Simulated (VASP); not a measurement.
```xyz
2
Lattice="0.0000 2.8290 2.8290 2.8290 0.0000 2.8290 2.8290 2.8290 0.0000" Properties=species:S:1:pos:R:3 pbc="T T T"
Ge     0.0000     0.0000     0.0000
Ge     1.4145     1.4145     1.4145
```

Method: PBE GGA, VASP's PBE PAW potentials (set 64) (plane waves; VASP 6.6.1). Numerical set-up: 400 eV cut-off, 6×6×6 Γ-centred mesh, Gaussian smearing of 0.050 eV, potentials Ge_d.

Q: Give the stress tensor in GPa (positive for a compressed cell).

A: 
```
3.21  0.00  0.00
0.00  3.21  0.00
0.00  0.00  3.21
```
The pressure is its mean diagonal, 3.21 GPa.

The compound is Ge in the diamond structure. The cell was not relaxed at this level.
